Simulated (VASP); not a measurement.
BN:

```
B N
1.0
     2.50650    0.00000    0.00000
    -1.25325    2.17069    0.00000
     0.00000    0.00000    6.57374
B N
2 2
Direct
  0.33333 0.66667 0.25000
  0.66667 0.33333 0.75000
  0.33333 0.66667 0.75000
  0.66667 0.33333 0.25000
```

Program: VASP 6.6.1. Alike in all runs: task band structure; no spin polarisation; cell as given; k mesh 12 × 12 × 4; cutoff (eV) 520; smearing gaussian 0.03 eV.

Question: Order these runs on this cell by their band gap on the k mesh, lowest first.
A. level LDA; potentials or basis VASP PAW LDA potentials, release 64 (B, N)
B. level r2SCAN; potentials or basis VASP PAW PBE potentials, release 64 (B, N)
C. level TB-mBJ; potentials or basis VASP PAW PBE potentials, release 64 (B, N)

Answer: A (4.05 eV), B (4.85 eV), C (6.00 eV).

A k mesh can miss the band edges.

Runs at the PBE level aren't shown here.
